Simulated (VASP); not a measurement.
Given:

```cif
data_BrCs
_chemical_formula_sum 'Cs1 Br1'
_space_group_name_H-M_alt 'Pm-3m'
_space_group_IT_number 221
_space_group_name_Hall '-P 4 2 3'
_cell_length_a 4.27168
_cell_length_b 4.27168
_cell_length_c 4.27168
_cell_angle_alpha 90.000
_cell_angle_beta 90.000
_cell_angle_gamma 90.000
loop_
_atom_site_label
_atom_site_type_symbol
_atom_site_symmetry_multiplicity
_atom_site_Wyckoff_symbol
_atom_site_fract_x
_atom_site_fract_y
_atom_site_fract_z
_atom_site_occupancy
Cs1 Cs 1 a 0.00000 0.00000 0.00000 1
Br1 Br 1 b 0.50000 0.50000 0.50000 1
```

Computed with r2SCAN+rVV10, VASP's PBE PAW potentials (set 64) (plane waves; VASP 6.6.1). Settings: 520 eV cut-off, 6×6×6 Γ-centred mesh, Gaussian smearing of 0.050 eV, potentials Cs_sv Br.

Problem. Give the energy at these volumes per atom, relative to the lowest: 36.61, 37.78, 38.95, 40.12, 41.29 Å³.

Solution. 9.0, 2.2, 0.0, 1.8, 6.8 meV/atom. A third-order Birch-Murnaghan fit gives B0 = 17.8 GPa and B0′ = 5.1.

The compound is CsBr in the CsCl type structure. It was relaxed first.
